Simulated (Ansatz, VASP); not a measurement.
# Cross-check of CoSi2 between VASP and Ansatz, part 2 of 2

Wanted: the spread between two codes on one cell, functional and k mesh. The cell is taken from a series of runs on this material, whose earlier steps may have relaxed, scaled, displaced or heated it; both programs get it as it stands.

VASP 6.6.1 and Ansatz 0.2.0.

So far. Step 5 (Ansatz: single point, PBEsol, pair 2): The run ends at a pressure of 25.88 GPa. Step 6 (VASP: single point, PBEsol, pair 2): The run ends at a pressure of 25.94 GPa.

### 7. Side by side

What differs besides the data sets and the points named for the pairs above, as far as they apply: the data sets hold 25 valence electrons in Ansatz (on its PAW soft_1 files) and 17 in VASP. Total energies have different zeros and are not compared.

Both answers:

```csv
quantity,Ansatz,VASP,difference
pressure (GPa),25.88,25.94,-0.06
```

### 8. Ansatz: single point, PBEsol, pair 3

With cell and atoms fixed, the geometry can't cause a difference; cores, projectors, grids and the points listed under the comparison can. The cell compared in this pair holds 35.98 Å³, against 33.74 Å³ for the pair before.

The cell is taken from a series of runs on this material, whose earlier steps may have relaxed, scaled, displaced or heated it; both programs get it as it stands.

File input.yaml:

```yaml
crystal:
  lattice:
    - [0.0, 2.6203750147, 2.6203750147]
    - [2.6203750147, 0.0, 2.6203750147]
    - [2.6203750147, 2.6203750147, 0.0]
  atoms:
    - { symbol: Si, position: [0.25, 0.25, 0.25] }
    - { symbol: Si, position: [0.75, 0.75, 0.75] }
    - { symbol: Co, position: [0.0, 0.0, 0.0] }
kpoints:
  mp_grid: { grid: [16, 16, 16] }
hamiltonian:
  xc: pbesol
  pseudopotentials: { kind: paw, azcp: { folder: soft_1 }, xc_functional: pbe }
scf:
  occupations: { method: methfessel_paxton, width: 0.2 }
output:
  forces: true
  stress: true
  eigenvalues: true
```

Command:

```bash
$ ansatz run input.yaml --threads 4 --pin off --max-ram 10240MiB --backend cpu --events-out ev --progress --plain --runs-dir out
```

Numbers of over 12 decimals in the logs are rounded to 6 here.

The program printed:

```text
[...]
Crystal: 3 atoms, lattice volume = 35.985 Å³
Basis set: ecut = 420 eV, 725 PW (Γ), exchange–correlation on 50×50×50 points (8 copies of the dense FFT grid, shifted against one another)
Bands: 17, of which v1, the nominal top of the filled ones, is band 13 counted from 1 (12 counted from 0)
Symmetry: 48 space group operations
[...]
k-points: 145 of 4096
[...]
--- Band table (eV; the first three rows and the last of 145) ---
  k-point 0: bands = [... 9 lower, 11.7217, 15.2914, 17.2870, 17.2870, 17.2870, 17.5654, 17.5654, 17.5654]
  k-point 1: bands = [... 9 lower, 11.7015, 15.2954, 16.2797, 16.8247, 16.8247, 18.0669, 18.0669, 18.6569]
  k-point 2: bands = [... 9 lower, 11.6505, 14.7076, 15.9736, 16.2668, 16.2668, 18.5746, 18.5746, 19.2244]
  k-point 144: bands = [... 9 lower, 11.3534, 11.6992, 12.2380, 13.1117, 17.7994, 17.7994, 19.6968, 20.6800]
[key lines of the parts left out:]
SCF converged after 9 iterations
Free energy (F): -6337.682569 eV
Fermi energy:    13.833921 eV
P = ⅓ Tr σ = 8.7027 GPa (87.027 kbar)
```

The run ends at a pressure of 8.70 GPa.

### 9. VASP: single point, PBEsol, pair 3

The same cell, functional, mesh and smearing now go to VASP, with its own data sets.

File INCAR:

```
SYSTEM = CoSi2
PREC = Accurate
ENCUT = 600
EDIFF = 1E-06
NELM = 120
ISMEAR = 1
SIGMA = 0.2
LREAL = .FALSE.
ALGO = Normal
GGA = PS
NBANDS = 14
LASPH = .TRUE.
LORBIT = 11
LWAVE = .FALSE.
LCHARG = .FALSE.
ISIF = 2
GGA_COMPAT = .FALSE.
```

File POSCAR:

```
CoSi2
1.0
    0.0000000000      2.6203750147      2.6203750147
    2.6203750147      0.0000000000      2.6203750147
    2.6203750147      2.6203750147      0.0000000000
Si Co
2 1
Direct
    0.2500000000      0.2500000000      0.2500000000
    0.7500000000      0.7500000000      0.7500000000
    0.0000000000      0.0000000000      0.0000000000
```

File KPOINTS:

```
Automatic mesh
0
Gamma
16 16 16
0 0 0
```

PAW data sets: Si and Co (PBE family, release 64).

Command:

```bash
$ mpirun -np 1 vasp_std
```

The program printed:

```text
[... set-up lines as in an earlier step ...]
 entering main loop
       N       E                     dE             d eps       ncg     rms          rms(c)
DAV:   1     0.705771692801E+02    0.70577E+02   -0.77063E+03  4068   0.132E+03
DAV:   2    -0.183934367630E+02   -0.88971E+02   -0.81072E+02  4228   0.245E+02
DAV:   3    -0.224823919938E+02   -0.40890E+01   -0.39915E+01  5308   0.585E+01
DAV:   4    -0.225624770997E+02   -0.80085E-01   -0.79999E-01  4874   0.764E+00
[...]
DAV:  12    -0.209414986425E+02   -0.84801E-05   -0.38976E-05  4932   0.520E-02    0.186E-02
DAV:  13    -0.209414975226E+02    0.11199E-05   -0.30067E-06  5052   0.256E-02    0.516E-03
DAV:  14    -0.209414975755E+02   -0.52972E-07   -0.67300E-07  2834   0.123E-02
   1 F= -.20941498E+02 E0= -.20941735E+02  d E =0.711872E-03
```

From OUTCAR (step 9):

```text
  Total        1.9485403      1.9485403      1.9485403     -0.0000000     -0.0000000      0.0000000
  in kB       86.7560198     86.7560198     86.7560198     -0.0000000     -0.0000000      0.0000000
  external PRESSURE =      86.7560198 kB  Pullay stress =       0.0000000 kB

 POSITION                                       TOTAL-FORCE (eV/Angst)
 -----------------------------------------------------------------------------------
      1.31019      1.31019      1.31019        -0.000000     -0.000000     -0.000000
      3.93056      3.93056      3.93056        -0.000000     -0.000000      0.000000
      0.00000      0.00000      0.00000         0.000000      0.000000      0.000000
 -----------------------------------------------------------------------------------
    total drift:                                0.000000     -0.000000     -0.000000

  FREE ENERGIE OF THE ION-ELECTRON SYSTEM (eV)
  ---------------------------------------------------
  free  energy   TOTEN  =       -20.9414975755 eV

  energy  without entropy=      -20.9422094479  energy(sigma->0) =      -20.94173487

[... 1 part as in an earlier step ...]

[... 2 further parts left out ...]
[key lines of the parts left out:]
E-fermi :  10.8798
```

The run ends at a pressure of 8.68 GPa.

### 10. Comparison

What differs besides the data sets and the points named for the pairs above, as far as they apply: the data sets hold 25 valence electrons in Ansatz (on its PAW soft_1 files) and 17 in VASP. Total energies have different zeros and are not compared.

The two programs side by side:

| quantity | Ansatz | VASP | difference |
| --- | --- | --- | --- |
| pressure (GPa) | 8.70 | 8.68 | +0.03 |

### 11. Summary of results

```
difference in pressure (single point, PBEsol, pair 1) : -0.054 GPa
difference in pressure (single point, PBEsol, pair 2) : -0.059 GPa
difference in pressure (single point, PBEsol, pair 3) : 0.027 GPa
```

The difference in pressure is -0.059 GPa (single point, PBEsol, pair 2), within the 1 GPa picked in this series as the mark of a large difference. The data sets hold unlike numbers of valence electrons (25 in Ansatz and 17 in VASP), so part of the differences may come from the potentials. 3 further pairs of this series are not shown here. How closely two codes agree says nothing of how well the functional describes the real material.

[Lines on the potential files, build, host, timing and source positions are cut from VASP's logs without a mark.]

[Logs are printed without paths, hosts, clocks, repeated set-up lines and the standing remarks that a program may print on its own settings, such as how far it seeks lower states.]

[Hosts, paths, dates, database ids (printed as entryN), source tags and the programs' standing remarks are cut or masked in the printed files.]
